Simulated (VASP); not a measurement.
VASP input:

File POSCAR:
```
CeHg
1
    3.8415200000     0.0000000000     0.0000000000
    0.0000000000     3.8415200000     0.0000000000
    0.0000000000     0.0000000000     3.8415200000
Ce Hg
1 1
Direct
  0.0000000000   0.0000000000   0.0000000000
  0.5000000000   0.5000000000   0.5000000000
```

### KPOINTS
```
Automatic mesh
0
Gamma
9 9 9
0 0 0
```

INCAR:
```
SYSTEM = CeHg
PREC = Accurate
ENCUT = 400
EDIFF = 1E-6
NELM = 100
ALGO = Normal
LREAL = .FALSE.
LASPH = .TRUE.
ISMEAR = 1
SIGMA = 0.1
GGA = PE
LMAXMIX = 6
ISPIN = 1
LORBIT = 10
LWAVE = .FALSE.
LCHARG = .FALSE.
ISIF = 2
```

POTCAR, in this order: Ce Hg (PBE.64 set). Program: vasp_std.

Problem. Write an equivalent input for Ansatz.

Solution. One equivalent input (not run):
Ansatz 0.2 input:
```yaml
crystal:
  lattice:
    - [3.8415200, 0.0000000, 0.0000000]
    - [0.0000000, 3.8415200, 0.0000000]
    - [0.0000000, 0.0000000, 3.8415200]
  atoms:
    - { symbol: Ce, position: [0.0000000, 0.0000000, 0.0000000] }
    - { symbol: Hg, position: [0.5000000, 0.5000000, 0.5000000] }
kpoints:
  mp_grid: { grid: [9, 9, 9] }
hamiltonian:
  xc: pbe
  pseudopotentials: { kind: paw }
scf:
  occupations: { method: methfessel_paxton, width: 0.1 }
  max_iter: 100
output: { forces: true, stress: true, eigenvalues: true }
```
The two are equivalent in intent, not identical: each code has its own PAW files, so the cut-off isn't converted (ENCUT is set for VASP's; basis.ecutwfc is left out, and Ansatz then takes the one that its files recommend); Ansatz stops its SCF on the density residual and VASP on the energy change (EDIFF).

The structure comes from a computed database's CeHg entry (Pm-3m); how it stands against other phases isn't given here. The cell was not relaxed at this level. The run is one of a series of settings (ISPIN = 1, the spin start removed against the base run), some of them coarse on purpose.
